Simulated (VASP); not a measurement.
Energy against volume of LiCl (rock salt). All values below come from optB86b-vdW, VASP's PBE PAW potentials (set 64) (plane waves; VASP). Numerical set-up: 520 eV cut-off, 9×9×9 Γ-centred mesh, Gaussian smearing of 0.050 eV, potentials Li_sv Cl.

```json
[
 {"V (Å³/atom)": "15.528", "E (eV/atom)": "-2.48402"},
 {"V (Å³/atom)": "16.023", "E (eV/atom)": "-2.48993"},
 {"V (Å³/atom)": "16.519", "E (eV/atom)": "-2.49201"},
 {"V (Å³/atom)": "17.014", "E (eV/atom)": "-2.49081"}
]
```

Problem. Fit these four points and predict the energy of the run at 17.510 Å³/atom.

Solution. A cubic in V^(−2/3), the third-order Birch-Murnaghan form, passes through the four points with V0 = 16.57 Å³/atom and B0 = 35 GPa, and gives -2.4868 eV/atom there. The run gave -2.4868 eV/atom, -0.0 meV/atom from the fit; all five points give B0 = 35 GPa.

The compound is LiCl in the rock salt structure. It was relaxed first.
